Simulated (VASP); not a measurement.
Calculation: PBE GGA, VASP's PBE PAW potentials (set 64) (plane waves; VASP 6.6.1).

The input files of a VASP run:

POSCAR:
```
TiTe2
1
   11.9668110000     0.0000000000     0.0000000000
   -1.9944690000     3.4545200000     0.0000000000
    0.0000000000     0.0000000000    17.1706300000
Ti Te
3 6
Direct
  0.0000000000   0.0000000000   0.5000000000
  0.3333330000   0.0000000000   0.5000000000
  0.6666670000   0.0000000000   0.5000000000
  0.1111110000   0.6666670000   0.5923270000
  0.4444440000   0.6666670000   0.5923270000
  0.7777780000   0.6666670000   0.5923270000
  0.2222220000   0.3333330000   0.4076730000
  0.5555560000   0.3333330000   0.4076730000
  0.8888890000   0.3333330000   0.4076730000
```

**INCAR**
```
SYSTEM = TiTe2
PREC = Accurate
ENCUT = 300
EDIFF = 1E-6
NELM = 100
ALGO = Normal
LREAL = .FALSE.
LASPH = .TRUE.
ISMEAR = 0
SIGMA = 0.05
GGA = PE
LMAXMIX = 4
LWAVE = .FALSE.
LCHARG = .FALSE.
ISIF = 2
```

**KPOINTS**
```
kpoints
0
G
  3 7 1
0 0 0
```

POTCAR, in this order: Ti_sv Te (PBE.64 set). Program: vasp_std.

The cell holds a wide vacuum, so values per volume refer to the whole cell. Gaps are read on the run's mesh, which can miss a band edge. Unless said otherwise, spin-orbit coupling is left out, though it shifts the bands of the heavy elements here.

Task: What does the run give for the energy per atom (σ→0), largest force, band gap (on the k-mesh)?

Result: 
energy per atom (σ→0): -5.339 eV/atom
band gap (on the k-mesh): none (metal, semimetal or under 0.01 eV)
largest force: 0.01596 Ry/bohr

File OSZICAR:
```
...
DAV:  19    -0.480533759701E+02   -0.95832E-04   -0.63532E-06  1100   0.118E-02    0.132E-02
DAV:  20    -0.480534931909E+02   -0.11722E-03   -0.46251E-06   956   0.803E-03    0.813E-03
DAV:  21    -0.480535429841E+02   -0.49793E-04   -0.46307E-06  1044   0.108E-02    0.601E-03
DAV:  22    -0.480535647079E+02   -0.21724E-04   -0.80793E-07   820   0.343E-03    0.338E-03
DAV:  23    -0.480535708325E+02   -0.61246E-05   -0.36917E-07   820   0.185E-03    0.944E-04
DAV:  24    -0.480535720365E+02   -0.12040E-05   -0.57596E-08   812   0.905E-04    0.565E-04
DAV:  25    -0.480535724030E+02   -0.36649E-06   -0.20644E-08   812   0.522E-04
   1 F= -.48053572E+02 E0= -.48049698E+02  d E =-.774925E-02
```

The cell is a sheet with vacuum, built from a generated structure.
